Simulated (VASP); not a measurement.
Calculation: PBEsol GGA, VASP's PBE PAW potentials (set 64) (plane waves; VASP 6.6.1).

VASP ran on this input.

INCAR:
```
ISIF  =  2
LREAL  =  .False.   ! projection in real space or not
LWAVE  =  .False.
LMAXMIX  =  4   ! l cut-off of mixed one-centre charges
PREC  =  Accurate
ISMEAR  =  0
SYSTEM  =  SrAg3Pd2
LCHARG  =  .False.
LASPH  =  .True.
GGA  =  PS
NELM  =  100   ! most electronic steps
ENCUT  =  300
EDIFF  =  1E-6   ! SCF stop (eV)
SIGMA  =  0.2
ALGO  =  Normal
```

**KPOINTS**
```
Automatic mesh
0
Gamma
6 6 6
0 0 0
```

### POSCAR
```
SrAg3Pd2
1
    5.5485800000     0.0000000000     0.0000000000
   -2.7742900000     4.8052110000     0.0000000000
    0.0000000000     0.0000000000     4.5561600000
Sr Ag Pd
1 3 2
Direct
  0.0054690000   0.0071010000  -0.0156950000
  0.5017740000   0.0085400000   0.5087210000
  0.4985690000   0.4979420000   0.5106260000
 -0.0076980000   0.4820660000   0.4972930000
  0.3333300000   0.6700480000   0.0009320000
  0.6685560000   0.3343040000  -0.0018790000
```

POTCAR, in this order: Sr_sv Ag Pd (PBE.64 set). Program: vasp_std.

Output of the run:

### OUTCAR
```
 ion  position               nearest neighbor table
   1  0.005  0.007  0.984-   5 3.19   6 3.19   6 3.19   5 3.20   5 3.23   6 3.23   4 3.47   3 3.48
                             2 3.50   2 3.54   3 3.55   4 3.55   3 3.63   4 3.63   2 3.64   2 3.68
   2  0.502  0.009  0.509-   4 2.68   3 2.72   6 2.72   5 2.77   6 2.80   3 2.82   5 2.83   4 2.88
                             1 3.50   1 3.54   1 3.64   1 3.68
   3  0.499  0.498  0.511-   2 2.72   6 2.74   5 2.76   4 2.77   4 2.79   2 2.82   5 2.83   6 2.83
                             1 3.48   1 3.55   1 3.63   1 3.70
   4  0.992  0.482  0.497-   2 2.68   6 2.76   6 2.76   3 2.77   3 2.79   5 2.79   5 2.82   2 2.88
                             1 3.47   1 3.55   1 3.63   1 3.71
   5  0.333  0.670  0.001-   3 2.76   2 2.77   4 2.79   4 2.82   2 2.83   3 2.83   1 3.19   6 3.19
                             6 3.19   1 3.20   6 3.22   1 3.23
   6  0.669  0.334  0.998-   2 2.72   3 2.74   4 2.76   4 2.76   2 2.80   3 2.83   1 3.19   1 3.19
                             5 3.19   5 3.19   5 3.22   1 3.23
  LATTYP: Found a hexagonal cell.
 ALAT       =     5.5485800000
 C/A-ratio  =     0.8211398232
 Subroutine PRICEL returns:
 Original cell was already a primitive cell.
 Subroutine GETGRP returns: Found  1 space group operations
The static configuration has the point symmetry C_1 .
The dynamic configuration has the point symmetry C_1 .
 Subroutine INISYM returns: Found  1 space group operations
 Subroutine IBZKPT returns following result:
 Found    112 irreducible k-points:

 Following reciprocal coordinates:
            Coordinates               Weight
  0.000000  0.000000  0.000000      1.000000
  0.166667  0.000000  0.000000      2.000000
  0.000000  0.166667  0.000000      2.000000
 -0.166667  0.166667  0.000000      2.000000
  0.333333  0.000000  0.000000      2.000000
  0.000000  0.333333  0.000000      2.000000
 -0.333333  0.333333  0.000000      2.000000
  0.500000  0.000000  0.000000      1.000000
  0.000000  0.500000  0.000000      1.000000
  0.500000  0.500000  0.000000      1.000000
  0.166667  0.166667  0.000000      2.000000
 -0.166667  0.333333  0.000000      2.000000
 -0.333333  0.166667  0.000000      2.000000
  0.333333  0.166667  0.000000      2.000000
 -0.166667  0.500000  0.000000      2.000000
  0.500000  0.333333  0.000000      2.000000
 -0.333333  0.500000  0.000000      2.000000
  0.166667  0.333333  0.000000      2.000000
  0.500000 -0.166667  0.000000      2.000000
  0.333333  0.333333  0.000000      2.000000
  0.000000  0.000000  0.166667      2.000000
  0.166667  0.000000  0.166667      2.000000
  0.000000  0.166667  0.166667      2.000000
 -0.166667  0.166667  0.166667      2.000000
 -0.166667 -0.000000  0.166667      2.000000
  0.000000 -0.166667  0.166667      2.000000
  0.166667 -0.166667  0.166667      2.000000
  0.333333  0.000000  0.166667      2.000000
  0.000000  0.333333  0.166667      2.000000
 -0.333333  0.333333  0.166667      2.000000
 -0.333333  0.000000  0.166667      2.000000
  0.000000 -0.333333  0.166667      2.000000
  0.333333 -0.333333  0.166667      2.000000
  0.500000  0.000000  0.166667      2.000000
  0.000000  0.500000  0.166667      2.000000
  0.500000  0.500000  0.166667      2.000000
  0.166667  0.166667  0.166667      2.000000
 -0.166667  0.333333  0.166667      2.000000
 -0.333333  0.166667  0.166667      2.000000
 -0.166667 -0.166667  0.166667      2.000000
   k-points           NKPTS =    112   k-points in BZ     NKDIM =    112   number of bands    NBANDS=     37
   number of dos      NEDOS =    301   number of ions     NIONS =      6
   total plane-waves  NPLWV =  28672
   dimension x,y,z NGX =    32 NGY =   32 NGZ =   28
   dimension x,y,z NGXF=    64 NGYF=   64 NGZF=   56
   ions per type =               1   3   2
   PREC   = accura    normal or accurate (medium, high low for compatibility)
   ISTART =      0    job   : 0-new  1-cont  2-samecut
...
```

**OSZICAR**
```
       N       E                     dE             d eps       ncg     rms          rms(c)
DAV:   1     0.293870304187E+03    0.29387E+03   -0.23010E+04  8304   0.106E+03
DAV:   2    -0.159463731981E+02   -0.30982E+03   -0.29426E+03  8969   0.282E+02
DAV:   3    -0.274780886575E+02   -0.11532E+02   -0.11296E+02 11076   0.511E+01
DAV:   4    -0.277599862333E+02   -0.28190E+00   -0.28131E+00 11487   0.679E+00
DAV:   5    -0.277639366246E+02   -0.39504E-02   -0.39501E-02 10255   0.790E-01    0.245E+01
DAV:   6    -0.256532729718E+02    0.21107E+01   -0.12918E+01  8985   0.382E+01    0.139E+01
DAV:   7    -0.255384164974E+02    0.11486E+00   -0.23035E+00  8793   0.141E+01    0.487E+00
DAV:   8    -0.254616032324E+02    0.76813E-01   -0.45530E-01  9289   0.625E+00    0.321E+00
DAV:   9    -0.254438954888E+02    0.17708E-01   -0.70074E-02 10009   0.218E+00    0.658E-01
DAV:  10    -0.254434548717E+02    0.44062E-03   -0.57495E-03  9578   0.628E-01    0.197E-01
DAV:  11    -0.254433708946E+02    0.83977E-04   -0.11575E-03 10094   0.337E-01    0.107E-01
DAV:  12    -0.254433589229E+02    0.11972E-04   -0.33795E-04  8875   0.149E-01    0.308E-02
DAV:  13    -0.254433537713E+02    0.51516E-05   -0.49550E-05  9600   0.605E-02    0.940E-03
DAV:  14    -0.254433550163E+02   -0.12449E-05   -0.55992E-06  9010   0.159E-02    0.335E-03
DAV:  15    -0.254433551997E+02   -0.18348E-06   -0.46801E-07  4919   0.640E-03
   1 F= -.25443355E+02 E0= -.25421268E+02  d E =-.441743E-01
```

File OUTCAR:
```
------------------------ aborting loop because EDIFF is reached ----------------------------------------
  FORCE on cell =-STRESS in cart. coord.  units (eV):
  Direction    XX          YY          ZZ          XY          YZ          ZX
  --------------------------------------------------------------------------------------
  Total       -1.9392461     -1.8482741     -2.8379246      0.0771543     -0.0153367      0.0077368
  in kB      -25.5770365    -24.3771918    -37.4298562      1.0176008     -0.2022778      0.1020414
  external PRESSURE =     -29.1280282 kB  Pullay stress =       0.0000000 kB
  volume of cell :      121.48
      direct lattice vectors                 reciprocal lattice vectors
     5.548580000  0.000000000  0.000000000     0.180226292  0.104053703  0.000000000
    -2.774290000  4.805211000  0.000000000     0.000000000  0.208107407  0.000000000
     0.000000000  0.000000000  4.556160000     0.000000000  0.000000000  0.219483073
 POSITION                                       TOTAL-FORCE (eV/Angst)
 -----------------------------------------------------------------------------------
      0.01064      0.03412      4.48465        -0.020993     -0.135455      0.148214
      2.76044      0.04104      2.31781        -0.085570     -0.724357     -0.299581
      1.38491      2.39272      2.32649        -0.133732      0.251130     -0.333938
      4.16848      2.31643      2.26575         0.284987      0.558334      0.006405
     -0.00940      3.21972      0.00425        -0.011336      0.003536      0.173706
      2.78208      1.60640      4.54760        -0.033356      0.046813      0.305194
 -----------------------------------------------------------------------------------
    total drift:                               -0.000222     -0.000369     -0.000724
  FREE ENERGIE OF THE ION-ELECTRON SYSTEM (eV)
  ---------------------------------------------------
  free  energy   TOTEN  =       -25.4433551997 eV

  energy  without entropy=      -25.3991808715  energy(sigma->0) =      -25.42126804
```
(Selected blocks of OUTCAR.)

At this cut-off the stress carries a Pulay error, which pulls relaxed volumes low.

The structure comes from a computed database's SrAg3Pd2 entry (P6/mmm); how it stands against other phases isn't given here. The cell was not relaxed at this level, atoms are displaced from their ideal sites. The electron count is odd and the run is not spin-polarised, which forces a metal.
